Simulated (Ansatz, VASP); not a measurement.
# H8C4O in two plane-wave programs

Wanted: the spread between two codes on one cell, functional and k mesh. The structure shown is frame 267 of Ansatz's trajectory.

Program: Ansatz 0.2.0. Level of theory: plane waves, with VASP 6.6.1 beside it; single point at revPBE with D3(BJ). Results are calculated unless marked as measured.

### Step 1. The starting structure

The cell holds 91 atoms: 28 C, 7 O and 56 H. Cell: a = 9.802 Å, b = 9.802 Å, c = 9.802 Å, α = 90.0°, β = 90.0°, γ = 90.0°. As first built, before any earlier steps moved the atoms (in the runner's words): 7 tetrahydrofuran placed at random, at 0.89 g/cm^3; overlaps pushed apart, then 10 ps at 470 K with MMFF94 bonds, angles, torsions, charges and radii (Halgren, J. Comput. Chem. 17, 490 (1996)) in harmonic and 12-6 forms. Snapshot after 20 ps at 320 K and fixed volume.

### Step 2. Ansatz: dynamics, revPBE with D3(BJ)

Ansatz runs on its default PAW (the set named soft_2) files.

One frame of this run of dynamics is then solved in both programs, so the motion causes no difference.

input.yaml

```yaml
crystal:
  lattice:
    - [9.80193, 0.0, 0.0]
    - [0.0, 9.80193, 0.0]
    - [0.0, 0.0, 9.80193]
  atoms:
    - { symbol: C, position: [0.8875, 0.78972, 0.35039] }
    - { symbol: C, position: [0.83231, 0.91762, 0.41488] }
    - { symbol: C, position: [0.93132, 0.94171, 0.53171] }
    - { symbol: O, position: [0.96182, 0.80763, 0.57613] }
    - { symbol: C, position: [0.9289, 0.71171, 0.47522] }
    - { symbol: H, position: [0.97756, 0.81507, 0.29515] }
    - { symbol: H, position: [0.82276, 0.73542, 0.27882] }
    - { symbol: H, position: [0.73187, 0.88596, 0.45724] }
    - { symbol: H, position: [0.82543, 0.00505, 0.34722] }
    - { symbol: H, position: [0.88963, 0.98915, 0.62203] }
    - { symbol: H, position: [0.03325, 0.98745, 0.50941] }
    - { symbol: H, position: [0.01147, 0.64235, 0.4526] }
    - { symbol: H, position: [0.83972, 0.65618, 0.49827] }
    - { symbol: C, position: [0.74012, 0.89156, 0.90477] }
    - { symbol: C, position: [0.59367, 0.88065, 0.93893] }
    - { symbol: C, position: [0.57032, 0.00977, 0.0195] }
    - { symbol: O, position: [0.70147, 0.04998, 0.07546] }
    - { symbol: C, position: [0.79288, 0.9524, 0.03479] }
    - { symbol: H, position: [0.75485, 0.97421, 0.83295] }
    - { symbol: H, position: [0.77453, 0.79638, 0.87347] }
    - { symbol: H, position: [0.57655, 0.79548, 0.01014] }
    - { symbol: H, position: [0.54091, 0.8685, 0.85031] }
    - { symbol: H, position: [0.49228, 0.98596, 0.10073] }
    - { symbol: H, position: [0.53341, 0.09428, 0.9544] }
    - { symbol: H, position: [0.89293, 0.99305, 0.01778] }
    - { symbol: H, position: [0.79535, 0.86691, 0.10119] }
    - { symbol: C, position: [0.6696, 0.42523, 0.89529] }
    - { symbol: C, position: [0.77122, 0.31922, 0.84605] }
    - { symbol: C, position: [0.75125, 0.294, 0.6981] }
    - { symbol: O, position: [0.69577, 0.41763, 0.64632] }
[... 55 atom lines left out ...]
    - { symbol: H, position: [0.42851, 0.28207, 0.55285] }
    - { symbol: H, position: [0.4515, 0.23268, 0.72463] }
    - { symbol: H, position: [0.25493, 0.42103, 0.59886] }
    - { symbol: H, position: [0.32655, 0.43269, 0.76152] }
    - { symbol: H, position: [0.22002, 0.13049, 0.84356] }
    - { symbol: H, position: [0.07398, 0.11658, 0.73559] }
kpoints:
  mp_grid: { grid: [1, 1, 1] }
hamiltonian:
  xc: revpbe
  dispersion: d3bj
scf:
  occupations: { method: fixed }
output:
  forces: true
md:
  timestep: 0.5
  n_steps: 800
  ensemble: nvt_nose_hoover
  temperature: 320
  initial_velocities: maxwell_boltzmann
  seed: 2541
```

Launch:

```console
$ ansatz run input.yaml --threads 4 --pin off --max-ram 8192MiB --backend cpu --events-out ev --progress --plain --runs-dir out
```

Numbers of over 12 decimals in the logs are rounded to 6 here.

The log of the run:

```text
Warning: md: disabling space-group detection — thermal motion breaks the input geometry's symmetry, so no spatial operation reduces the k-mesh or symmetrises the density; time reversal is kept, so that k and −k are solved as one point where they differ and the mesh holds both, and exact exchange and, on two spinor components, a DFT+U term hold to it where the run has them: on two components no moment then forms, and  [...]
Engine: ansatz 0.2.0, aarch64-unknown-linux-gnu
Pseudopotentials: kind: paw
Pseudopotential: C, paw, valence charge 4, recommended cutoff 420 eV (normal), C.paw.azcp
Pseudopotential: O, paw, valence charge 6, recommended cutoff 420 eV (normal), O.paw.azcp
Pseudopotential: H, paw, valence charge 1, recommended cutoff 420 eV (normal), H.paw.azcp
Functional definition: revPBE
  parameter kappa = 1.245
  parameter beta = 0.066725
  exchange = pbe_x(kappa = kappa, mu = beta*pi^2/3)
  correlation = pbe_c(beta = beta)
Crystal: 91 atoms, lattice volume = 941.748 Å³
Basis set: ecut = 420 eV, 18349 PW (Γ), exchange–correlation on 144×144×144 points (8 copies of the dense FFT grid, shifted against one another)
Bands: 196, of which v1, the nominal top of the filled ones, is band 105 counted from 1 (104 counted from 0)
Symmetry: 1 space group operations
k-points: 1
Non-local potential: C, projectors of the file, l = 0: 2, l = 1: 2, l = 2: 1
Non-local potential: O, projectors of the file, l = 0: 2, l = 1: 2, l = 2: 1
Non-local potential: H, projectors of the file, l = 0: 2, l = 1: 1
PAW form: soft (Blöchl's): semilocal exchange-correlation on the pseudo side does not see the compensation charge
PAW frozen core: C, regenerated for the run's functional, and the local potential with it (the file was generated under x = pbe(κ = 0.804, μ = 0.219515), c = pbe(β = 0.066725))
PAW frozen core: O, regenerated for the run's functional, and the local potential with it (the file was generated under x = pbe(κ = 0.804, μ = 0.219515), c = pbe(β = 0.066725))
PAW one-centre angular grid: C, 110 points (default); XC on 64 Gauss nodes
PAW one-centre angular grid: O, 110 points (default); XC on 64 Gauss nodes
PAW one-centre angular grid: H, 110 points (default); XC on 64 Gauss nodes
Initial density: superposition of atomic densities (neutral atoms: chi_scale 0, normalization atom), corrected by the library's trained network
Initial wavefunctions: pseudopotential atomic-orbital guess
Functional: x = revpbe(κ = 1.245, μ = 0.219515), c = pbe(β = 0.066725)
SCF iter   1: F=—  HF=-11937.681234 eV  |F-HF|=—  |Δ(HF+E_count)|=         —  Δρ=7.69e-3  dr2=6.90e-1  ethr=1.77e-3  ⟨swp⟩=5.0  Hψ=632  notcnv=0  defer=88
preconditioner: auto → Resta (q_TF=auto, 2.125 Å⁻¹)  ε∞=2.2  [insulator: Δε(μ)=4.840 eV  Ē_g=15.352 eV  n_scr=146 (ndim 8)  ℏωp=16.9 eV  f_vac=0.262  ε∞_Penn≈2.2]
SCF iter   2: F=—  HF=-11937.569731 eV  |F-HF|=—  |Δ(HF+E_count)|=   1.12e-1  Δρ=4.28e-3  dr2=1.36e-1  ethr=3.29e-4  ⟨swp⟩=3.0  Hψ=312  notcnv=0  defer=88
SCF iter   3: F=—  HF=-11937.572753 eV  |F-HF|=—  |Δ(HF+E_count)|=   3.02e-3  Δρ=1.66e-3  dr2=3.63e-2  ethr=6.49e-5  ⟨swp⟩=3.0  Hψ=218  notcnv=0  defer=25
automatic band count: iteration 3 solves 132 bands in place of 196: the levels show a gap, and the empty bands left out lie too high to hold charge; the band table lists the bands solved (type scf.n_extra_bands for more)
SCF iter   4: F=—  HF=-11937.577180 eV  |F-HF|=—  |Δ(HF+E_count)|=   4.43e-3  Δρ=4.66e-4  dr2=2.29e-3  ethr=1.73e-5  ⟨swp⟩=4.0  Hψ=188  notcnv=0  defer=25
SCF iter   5: F=—  HF=-11937.576980 eV  |F-HF|=—  |Δ(HF+E_count)|=   2.00e-4  Δρ=1.78e-4  dr2=3.43e-4  ethr=1.09e-6  ⟨swp⟩=3.0  Hψ=214  notcnv=0  defer=25
SCF iter   6: F=—  HF=-11937.576533 eV  |F-HF|=—  |Δ(HF+E_count)|=   4.47e-4  Δρ=7.59e-5  dr2=4.62e-5  ethr=1.63e-7  ⟨swp⟩=3.0  Hψ=218  notcnv=0  defer=25
SCF iter   7: F=—  HF=-11937.577354 eV  |F-HF|=—  |Δ(HF+E_count)|=   8.21e-4  Δρ=2.67e-5  dr2=5.93e-6  ethr=2.20e-8  ⟨swp⟩=2.0  Hψ=239  notcnv=0  defer=25
SCF iter   8: F=—  HF=-11937.577338 eV  |F-HF|=—  |Δ(HF+E_count)|=   1.62e-5  Δρ=6.41e-6  dr2=5.31e-7  ethr=2.82e-9  ⟨swp⟩=2.0  Hψ=216  notcnv=0  defer=25
SCF iter   9: F=-11937.577335 eV  HF=-11937.577335 eV  |F-HF|=3.11e-7  |Δ(HF+E_count)|=   2.58e-6  Δρ=2.09e-6  dr2=5.18e-8  ethr=4.33e-11  ⟨swp⟩=5.0  Hψ=500  notcnv=0
SCF 1 converged in 9 iterations: F = -11937.577335 eV  dr2 = 5.18e-8
  greatest PAW one-centre occupation: 0.865 electrons in one spin orbital (limit 2), on the O atom at site 68 (counted from 0), in its partial waves of l = 0
[...]
md step   796: t =   398.00 fs  T =   284.3 K  F+E_penalty+E_count = -11937.98945908 eV  E_kin = 3.306942 eV  conserved = -11933.85865054 eV  (4 SCF iters)
[...]
md step   797: t =   398.50 fs  T =   288.3 K  F+E_penalty+E_count = -11938.03557981 eV  E_kin = 3.353663 eV  conserved = -11933.85823357 eV  (4 SCF iters)
[...]
md step   798: t =   399.00 fs  T =   291.1 K  F+E_penalty+E_count = -11938.06779882 eV  E_kin = 3.387051 eV  conserved = -11933.85726649 eV  (4 SCF iters)
[...]
md step   799: t =   399.50 fs  T =   294.2 K  F+E_penalty+E_count = -11938.10216610 eV  E_kin = 3.422561 eV  conserved = -11933.85634389 eV  (4 SCF iters)
[...]
md step   800: t =   400.00 fs  T =   298.7 K  F+E_penalty+E_count = -11938.15359150 eV  E_kin = 3.474514 eV  conserved = -11933.85605422 eV  (8 SCF iters)
SCF converged after 8 iterations
Free energy (F): -11938.153591 eV
Harris-Foulkes:  -11938.153592 eV  (|F-HF|=2.06e-8)
Internal energy: -11938.153591 eV  (E = F + TS)
E sigma→0 (E₀):  -11938.153591 eV
Fermi energy:    -0.989008 eV
--- Per-component energies (eV) ---
  E_band       = -1630.650910
  E_kinetic    = 4570.529401
  E_local      = -15426.683946  (includes V_loc(G=0)·N_el)
  E_nonlocal   = 1169.690882
  E_hartree    = 5755.001460
  E_xc         = -2383.767152
  E_vxc        = -2987.938420  (∫ρ·V_xc dr)
  E_paw        = -3948.485063  (= ΣΔE_a)
  E_vpaw       = -466.188368  (= ΣTr[D̂ρ^β])
  E_aug_tail   = -0.062086  (compensation charges beyond the density's cutoff)
  E_ewald      = -1665.779847
  E_disp       = -8.162236  (pairwise vdW)
  E_core_change = -0.435005  (= ΣΔE_core)
  E_smearing   = -0.000000  (= −TS)
  E_closure    = 0.000000  (closes the sum)
  Σ components = -11938.153591   (vs F -11938.153591, Δ=0.00e0)
--- Forces (eV/Å), atoms counted from 1 ---
  atom   1  C     -0.17342725    -0.37707155    -0.21846773
  atom   2  C     -1.33516915     0.67511639    -0.74249916
  atom   3  C      0.68177895     0.54720253    -1.22181428
  atom   4  O     -0.00864331    -0.76668303     0.15705888
  atom   5  C     -0.13369774     1.38753407    -1.05849647
  atom   6  H     -0.20928684     0.50808187    -0.42865429
  atom   7  H     -0.04837083    -1.38051383     0.47310003
  atom   8  H      0.41890450     0.03186942    -0.51129758
  atom   9  H      0.16899400     0.00633714     0.81643806
  atom  10  H      0.03873120     0.04676601     0.43790019
  atom  11  H     -0.10750686    -0.42800577     0.70159016
  atom  12  H      0.09148217     0.28134579     0.53805120
  atom  13  H      0.74459624    -0.51408907     1.08472589
  atom  14  C      0.05279898     1.57943301     1.11356789
  atom  15  C      1.55917780    -0.17626656    -1.94906072
  atom  16  C     -1.47170034     0.11278670    -1.26121048
  atom  17  O      0.07758144    -0.02239171    -0.22644491
  atom  18  C     -0.38138191    -2.07224017     0.27937179
  atom  19  H      0.15129682    -0.03316643    -0.81592925
  atom  20  H      0.39710534     0.11108956    -0.03874292
  atom  21  H     -0.91999009    -1.09571471     2.89457054
  atom  22  H      0.13802021     0.63818532    -0.56161022
  atom  23  H      0.17439757     0.14113427     0.10640680
  atom  24  H      0.53762228    -0.01659110     0.87127088
[...]
atom  84  H      0.45712325    -1.35695920     0.76263344
  atom  85  H     -0.40303986     0.66041776     0.97231698
  atom  86  H      0.35571760     0.25976281    -0.53641035
  atom  87  H      0.13306527    -0.15493909    -0.28194437
  atom  88  H     -0.79792741     0.39613654    -1.79513610
  atom  89  H     -0.06976054     0.01736815     0.30650235
  atom  90  H     -0.27262374    -0.47250362     0.60426821
  atom  91  H     -1.14413922    -0.15915367    -0.33908970
  max |Σ_I F_I| component: 1.52e-4 eV/Å
--- MD trajectory: 800 steps, t = 0.0 → 400.0 fs ---
  final state: T = 298.7 K   F+E_penalty+E_count = -11938.15359150 eV   E_kin = 3.474514 eV
  conserved energy: peak-to-peak 1.007e-2 eV (1.106e-4 eV/atom) over 400.0 fs
```

In the SCF lines HF is the Harris–Foulkes energy and dr2 the Hartree energy of the density residual, in eV; the loop may stop once dr2 is under the threshold and the program's other checks hold. Hψ counts applications of the Hamiltonian.

### Step 3. VASP: single point, revPBE with D3(BJ)

The same cell, functional and mesh now go to VASP, with its own data sets.

Lines of VASP's logs that name or quote its potential files are left out, and so is its time.

INCAR

```
SYSTEM = H8C4O
PREC = Accurate
ENCUT = 520
EDIFF = 1E-06
NELM = 120
ISMEAR = 0
SIGMA = 0.01
LREAL = Auto
ALGO = Normal
GGA = RE
IVDW = 12
NBANDS = 168
LORBIT = 11
LWAVE = .FALSE.
LCHARG = .FALSE.
ISIF = 2
LASPH = .TRUE.
GGA_COMPAT = .FALSE.
EFERMI = MIDGAP
NCORE = 2
```

POSCAR

```
H8C4O
1.0
    9.8019300000      0.0000000000      0.0000000000
    0.0000000000      9.8019300000      0.0000000000
    0.0000000000      0.0000000000      9.8019300000
C O H
28 7 56
Direct
    0.8890800077      0.7890384853      0.3565012197
    0.8255415005      0.9021794687      0.4499930116
    0.9383458156      0.9422940176      0.5492387724
    0.9742877168      0.7157365947      0.4692443223
    0.7129718331      0.8804082461      0.9101166811
    0.5624606583      0.9201045100      0.9589335978
    0.5779372022      0.0721184501      0.9964190726
    0.8042599774      0.9872749550      0.9944500726
    0.6752955795      0.4216618564      0.8687880856
    0.7922623402      0.3219161941      0.8185734850
    0.7376098381      0.2798530493      0.6804068178
    0.6420572275      0.4942802081      0.7342125479
    0.1897585476      0.7223679418      0.8234704798
    0.2668862153      0.7008619731      0.9653404993
    0.1487768225      0.7403337914      0.0673132740
    0.0378700929      0.7571162006      0.8619526971
    0.0625999165      0.2681512722      0.1400132423
    0.2243027649      0.2049086251      0.1371770661
    0.2851275208      0.2516443190      0.2780472825
    0.0881357039      0.3770073853      0.2508077491
    0.4195500274      0.6799069163      0.5082264411
    0.5278654306      0.6146952692      0.4110925093
    0.5099301872      0.6993826726      0.2714465417
    0.3812310433      0.8134928529      0.4325678718
    0.2287304643      0.1507560246      0.6489742326
    0.3396473960      0.2640908474      0.6722961702
    0.2413504279      0.3747323231      0.7257142216
    0.1346673563      0.1643247809      0.7710420295
    0.0346329753      0.8237051275      0.5592061971
    0.7098397969      0.0686395434      0.0769134242
[... 55 atom lines left out ...]
    0.3932082763      0.2970435414      0.5778555856
    0.4217230688      0.2480123812      0.7455266463
    0.1882792470      0.4173871880      0.6338343571
    0.2873107643      0.4610520581      0.7783569154
    0.1604990038      0.0763421081      0.8477718164
    0.0243829532      0.1601827395      0.7350083096
```

KPOINTS

```
Automatic mesh
0
Gamma
1 1 1
0 0 0
```

Potentials, in the order of the species: C, O and H (PBE family, release 64).

Launch:

```console
$ mpirun -np 8 vasp_gam
```

The log of the run:

```text
[banner, memory and clock lines left out]
running    8 mpi-ranks, on    1 nodes
[...]
|                                                                             |
|               ----> ADVICE to this user running VASP <----                  |
|                                                                             |
|     You enforced a specific xc type in the INCAR file but a different       |
|     [... a line on the potential file left out ...]
|     I HOPE YOU KNOW WHAT YOU ARE DOING!                                     |
|                                                                             |

 LDA part: xc-table for (Slater+PW92), standard interpolation
 POSCAR, INCAR and KPOINTS ok, starting setup
[...]
entering main loop
       N       E                     dE             d eps       ncg     rms          rms(c)
DAV:   1     0.141670271944E+04    0.14167E+04   -0.10557E+05   344   0.114E+03
DAV:   2    -0.353009562087E+03   -0.17697E+04   -0.16828E+04   424   0.265E+02
DAV:   3    -0.527252178243E+03   -0.17424E+03   -0.17266E+03   424   0.855E+01
DAV:   4    -0.531738205094E+03   -0.44860E+01   -0.44689E+01   424   0.153E+01
[...]
DAV:  17    -0.491860971729E+03    0.38945E-05   -0.11249E-05   424   0.900E-03    0.407E-03
DAV:  18    -0.491860969038E+03    0.26918E-05   -0.33809E-06   344   0.640E-03    0.200E-03
DAV:  19    -0.491860968297E+03    0.74079E-06   -0.80039E-07   304   0.315E-03
   1 F= -.50010229E+03 E0= -.50010229E+03  d E =0.000000E+00
```

OUTCAR, selected parts (step 3):

```text
  FREE ENERGIE OF THE ION-ELECTRON SYSTEM (eV)
  ---------------------------------------------------
  free  energy   TOTEN  =      -500.1022910779 eV

  energy  without entropy=     -500.1022910779  energy(sigma->0) =     -500.10229108

[... 1 further part left out ...]
```

The run ends at a pressure of -1.92 GPa, with forces up to 3.6 eV/Å.

### Step 4. Comparison

Known differences besides the potentials themselves: fixed occupations in Ansatz, narrow Gaussian smearing in VASP; the cutoff is 420 eV in Ansatz and 520 eV in VASP (PREC = Accurate, projectors in real space); Ansatz makes its cores anew for this functional, VASP keeps those of its PBE data sets. Total energies have different zeros and are not compared.

Forces on 9 of the 91 atoms, those with the largest forces and the largest differences (eV/Å; atoms numbered as in POSCAR):

| atom | Ansatz x, y, z | VASP x, y, z |
| --- | --- | --- |
| C1 | 1.260, 1.806, 2.916 | 1.252, 1.793, 2.904 |
| C5 | -0.069, -0.241, 2.981 | -0.073, -0.240, 2.985 |
| C6 | 2.364, 1.644, 0.070 | 2.363, 1.635, 0.072 |
| C12 | 0.653, 0.587, 1.591 | 0.625, 0.706, 1.680 |
| C16 | 1.830, -1.918, 0.373 | 1.821, -1.872, 0.242 |
| C17 | 3.080, -0.619, 1.832 | 3.078, -0.629, 1.816 |
| O31 | 1.165, -1.330, -0.363 | 1.135, -1.381, -0.490 |
| H47 | -1.736, -0.643, -1.914 | -1.747, -0.644, -1.928 |
| H61 | 1.039, 2.315, -1.307 | 1.044, 2.325, -1.317 |

The forces differ by 34 meV/Å r.m.s., which is 3.8 % of the r.m.s. force of 0.883 eV/Å (both taken over all components).

### Step 5. Results

* r.m.s. force difference (single point, revPBE with D3(BJ)): 3.8 % of the r.m.s. force

The r.m.s. force difference is 3.8 % of the r.m.s. force (single point, revPBE with D3(BJ)), beyond the 3 % picked in this series as the mark of a large difference. What causes the difference of the single point, revPBE with D3(BJ) pair stays open here. 2 further runs of this series are not shown here. Such differences can come from data sets, numerical settings and the points named under the comparisons, not from the functional's error against experiment.

[Lines on the potential files, build, host, timing and source positions are cut from VASP's logs without a mark.]

[Logs are printed without paths, hosts, clocks, repeated set-up lines and the standing remarks that a program may print on its own settings, such as how far it seeks lower states.]

[Hosts, paths, dates, database ids (printed as entryN), source tags and the programs' standing remarks are cut or masked in the printed files.]

[The MMFF94 radii named for the starting cell were scaled by 0.96; in molecules described by MMFF94, hydrogen bound to N, O or S took a small fixed 12-6 site in their place.]
